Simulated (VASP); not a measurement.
# KF: band gap against strain

KF (rock salt, Fm-3m, 18.732 Å³/atom and stress up to 0.06 GPa in the relaxed cell, cube axes along x, y and z) under an equal strain ε along all three axes. PBEsol in VASP (plane waves, PAW), 600 eV, 10×10×10 Γ-centred mesh, Gaussian smearing 0.05 eV; ions are relaxed, or left where forces stay under 0.02 eV/Å, within the symmetry of each cell. Gaps are the smallest on the run's k-mesh, which can miss an edge that lies off it, without spin-orbit coupling; in all rows the valence edge lies at Γ and the conduction edge at Γ.

Here s stands for strain and Eg for gap.

| strain (%) | gap (eV) |
|---|---|
| -3.00 | ? |
| -1.50 | 6.358 |
| -1.00 | 6.277 |
| -0.50 | 6.199 |
| 0.00 | 6.122 |
| 0.50 | 6.047 |
| 1.00 | 5.974 |
| 1.50 | 5.903 |

### Question
Fit Eg against s with a straight line, and predict the withheld value at s = -3.00.

### Answer
Means: s 0, Eg 6.1257. About the means, the sum of products is -1.0615 and the sum of squares of s is 7.0000; the slope is their ratio. Least squares gives Eg = 6.1257 - 0.15164·s. Residuals (row less fit): 0.0048, -0.0003, -0.0025, -0.0037, -0.0029, -0.0001, 0.0048; standard error 0.0039 (degrees of freedom: 5). Over these rows the gap moves by -15.2 ± 0.1 eV per unit strain, or -5.1 eV per unit of ln V. At the withheld row, Eg = 6.1257 - 0.15164 × (-3.0) = 6.5806 eV. The calculation gives 6.611 eV, 0.0304 eV above the prediction (4.3 % of the range of Eg in the table). The row lies outside the fitted rows, so this is an extrapolation. From the scatter of the fitted rows alone, a prediction at this place has a standard error of 0.0060 eV, so the miss is 5.1 times that.

A polynomial of degree 2 through the 12 other runs of the series gives 6.610 there, so most of the miss is curvature that the fit leaves out. Other structures, which can take over under pressure, weren't tried. Rows are the converged runs of the series near zero and its far end, less any whose ions stayed unrelaxed beside relaxed ones; series whose fitted rows scatter by over a few per cent of the range, as at a crossing or softening among them, aren't shown in this form. Most that stay on the fit to the last digits aren't either.
